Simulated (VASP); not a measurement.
VASP runs on SrTe (rock salt) share one base input (PBE GGA, plane waves, VASP's PBE PAW potentials (set 64)) and change the settings named in each case.

POSCAR:
```
SrTe
4.7093310
  0.0000000000   0.7071068056   0.7071068056
  0.7071068056   0.0000000000   0.7071068056
  0.7071068056   0.7071068056   0.0000000000
Sr Te
1 1
Direct
  0.0000000000   0.0000000000   0.0000000000
  0.5000000000   0.5000000000   0.5000000000
```

**INCAR**
```
! general
SYSTEM  = SrTe
PREC    = Accurate
ENCUT   = 400   ! plane-wave cut-off (eV)
LREAL   = .FALSE.   ! projection in real space or not
LASPH   = .TRUE.   ! aspherical one-centre terms

! electronic loop
EDIFF   = 1E-6
NELM    = 100   ! most electronic steps
ALGO    = Normal   ! blocked Davidson
LMAXMIX = 4   ! l cut-off of mixed one-centre charges

! smearing
ISMEAR  = 0   ! Gaussian
SIGMA   = 0.05   ! width (eV)

! functional
GGA     = PE

! ions
ISIF    = 2

! output
LWAVE   = .FALSE.
LCHARG  = .FALSE.
```

### KPOINTS
```
kpoints
0
G
 6 6 6
```

POTCAR, in this order: Sr_sv Te (PBE.64 set). Program: vasp_std.

```json
[
 {"change": "base run", "E(σ→0) (eV/atom)": "-4.1297", "pressure (GPa)": "0.98", "gap on the mesh (eV)": "1.69"},
 {"change": "GGA removed, LMIXTAU = .TRUE., METAGGA = SCAN", "E(σ→0) (eV/atom)": "-31.7243", "pressure (GPa)": "0.71", "gap on the mesh (eV)": "2.08"},
 {"change": "AGGAC = 0.0, GGA = BO, LUSE_VDW = .TRUE., PARAM1 = 0.1833333333, PARAM2 = 0.22", "E(σ→0) (eV/atom)": "-2.1082", "pressure (GPa)": "0.32", "gap on the mesh (eV)": "1.74"},
 {"change": "IVDW = 11", "E(σ→0) (eV/atom)": "-4.3628", "pressure (GPa)": "[?]", "gap on the mesh (eV)": "1.69"},
 {"change": "GGA = 91", "E(σ→0) (eV/atom)": "-4.1765", "pressure (GPa)": "0.90", "gap on the mesh (eV)": "1.69"},
 {"change": "GGA = AM", "E(σ→0) (eV/atom)": "-4.1598", "pressure (GPa)": "-0.19", "gap on the mesh (eV)": "1.67"},
 {"change": "GGA = RE", "E(σ→0) (eV/atom)": "-3.8821", "pressure (GPa)": "2.04", "gap on the mesh (eV)": "1.77"}
]
```

Question: What belongs in the gaps?

Answer: 
- IVDW = 11, pressure (GPa): 0.05

Energies of different potentials or functionals have different zeros. Unless said otherwise, spin-orbit coupling is left out, though it shifts the bands of the heavy elements here.

Left out are runs that ran out of time, are held back, or changed the cell or the kind of run, fixed moments of cells without a moment, rows past the twelfth, gaps on odd meshes, pressures of charged cells and columns that move by less than the noise.

The compound is SrTe in the rock salt structure. The cell was not relaxed at this level.
